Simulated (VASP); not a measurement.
All values below come from PBE GGA, VASP's PBE PAW potentials (set 64) (plane waves; VASP).

A VASP calculation is set up with these files.

### INCAR
```
SYSTEM = Se
PREC = Accurate
ENCUT = 520
EDIFF = 1E-7
NELM = 100
ALGO = Normal
LREAL = .FALSE.
LASPH = .TRUE.
ISMEAR = 0
SIGMA = 0.05
GGA = PE
LMAXMIX = 4
LWAVE = .FALSE.
LCHARG = .FALSE.
ISIF = 4
IBRION = 2
NSW = 30
EDIFFG = -0.01
```

### POSCAR
```
Se
1
    2.3076541952    -3.9969742959     0.0000000000
    2.3076541952     3.9969742959     0.0000000000
    0.0000000000     0.0000000000     5.1447131864
Se
3
Direct
  0.0000000000   0.2188512703   0.6666670000
  0.7811487297   0.7811487297   0.0000000000
  0.2188512703   0.0000000000   0.3333330000
```

**KPOINTS**
```
Automatic mesh
0
Gamma
7 7 5
0 0 0
```

POTCAR, in this order: Se (PBE.64 set). Program: vasp_std.

Without a dispersion term in the relaxation, distances and binding between the weakly bound layers, chains or molecules are unreliable, and so is what depends on them.

Task: Predict the energy per atom (σ→0).

Result: 
| Property | Result |
|---|---|
| energy per atom (σ→0) | -338.0 kJ/mol of atoms |

OSZICAR:
```
...
       N       E                     dE             d eps       ncg     rms          rms(c)
DAV:   1    -0.105078700053E+02   -0.47453E-05   -0.15706E-03   832   0.239E-01    0.238E-02
DAV:   2    -0.105078750159E+02   -0.50106E-05   -0.73232E-05  1047   0.562E-02    0.556E-03
DAV:   3    -0.105078738172E+02    0.11987E-05   -0.13424E-06   957   0.849E-03    0.316E-03
DAV:   4    -0.105078732407E+02    0.57650E-06   -0.86122E-07   942   0.588E-03    0.116E-03
DAV:   5    -0.105078731090E+02    0.13165E-06   -0.94728E-08   491   0.224E-03    0.410E-04
DAV:   6    -0.105078730861E+02    0.22985E-07   -0.84968E-09   431   0.759E-04
   8 F= -.10507873E+02 E0= -.10507873E+02  d E =-.778174E-05
```

The compound is Se in the trig structure. This cell is one point of a volume scan, at 1.06 of the reference volume. Symmetry was kept, so distortions that lower it aren't found.
